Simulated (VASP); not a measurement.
The system is GaBiSe3.

```xyz
5
Lattice="4.6776 0.0000 0.0000 0.0000 4.6776 0.0000 0.0000 0.0000 5.7488" Properties=species:S:1:pos:R:3 pbc="T T T"
Ga    0.0000    0.0000    0.0000
Bi    2.3388    2.3388    3.2814
Se    2.3388    0.0000    5.0624
Se    0.0000    2.3388    5.0624
Se    0.0000    0.0000    2.0581
```

The cell was built by a generator and needn't be a form met in nature.

* Program: VASP 6.6.1
* Task: relaxation of cell and atoms
* Functional: PBE
* Potentials or basis: VASP PAW PBE potentials, release 64 (Ga_d, Bi_d, Se)
* Cutoff: 520 eV
* k mesh: 3 × 3 × 3
* Occupations: gaussian, width 0.15 eV
* Spin: no spin polarisation

At the start: pressure 10.3 GPa; volume 25.16 Å³/atom.

Q: How do energy, volume and symmetry change on relaxing?

A: Over 13 steps the energy falls by 262.2 meV/atom and the volume is 28.67 Å³/atom (+14.0 %); space group P4mm (No. 99, to 0.05 Å).

Step by step:
```csv
step,energy change (eV),largest force (eV/Å),pressure (GPa),volume (Å³)
1,0.0000,6.2693,10.28,125.78
2,-0.3868,1.8183,-4.16,157.14
3,-0.9518,1.5195,0.22,139.64
4,-0.9544,1.4613,0.46,139.14
5,-0.9556,1.3972,0.69,138.61
6,-1.1240,0.9687,-0.52,142.07
7,-1.2311,0.4147,-1.74,147.17
8,-1.2949,0.3016,0.70,141.18
9,-1.2965,0.2350,0.27,141.94
10,-1.2964,0.2739,0.60,141.76
11,-1.3064,0.1946,0.19,142.33
12,-1.3065,0.2479,0.25,142.27
13,-1.3109,0.0549,-0.31,143.34
```

Final structure:
```yaml
crystal:
  lattice:
    - [4.81266, 0.00000, 0.00000]
    - [0.00000, 4.81266, 0.00000]
    - [0.00000, 0.00000, 6.18882]
  atoms:
    - { symbol: Ga, position: [0.00000, 0.00000, 0.01590] }
    - { symbol: Bi, position: [0.50000, 0.50000, 0.58336] }
    - { symbol: Se, position: [0.50000, 0.00000, 0.84705] }
    - { symbol: Se, position: [0.00000, 0.50000, 0.84705] }
    - { symbol: Se, position: [0.00000, 0.00000, 0.39664] }
```

Caveat: the k mesh is coarse (spacing up to 0.45 Å⁻¹), so the values aren't converged.
